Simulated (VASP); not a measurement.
Energy against volume of CsPbCl₃ (cubic perovskite). Level of theory: optB86b-vdW, VASP's PBE PAW potentials (set 64) (plane waves; VASP). Numerical set-up: 520 eV cut-off, 4×4×4 Γ-centred mesh, Gaussian smearing of 0.050 eV, potentials Cs_sv Pb_d Cl.

```json
[
 {"V (Å³/atom)": "34.777", "E (eV/atom)": "-1.32902"},
 {"V (Å³/atom)": "35.853", "E (eV/atom)": "-1.33272"},
 {"V (Å³/atom)": "36.929", "E (eV/atom)": "-1.33116"},
 {"V (Å³/atom)": "38.004", "E (eV/atom)": "-1.32516"}
]
```

Question: Fit these four points and predict the energy of the run at 33.702 Å³/atom.

Answer: A cubic in V^(−2/3), the third-order Birch-Murnaghan form, passes through the four points with V0 = 36.05 Å³/atom and B0 = 25 GPa, and gives -1.3191 eV/atom there. The run gave -1.3190 eV/atom, +0.1 meV/atom from the fit; all five points give B0 = 25 GPa.

The compound is CsPbCl3 in the cubic perovskite structure, the ideal cubic form; the compound distorts at low or room temperature. It was relaxed first.
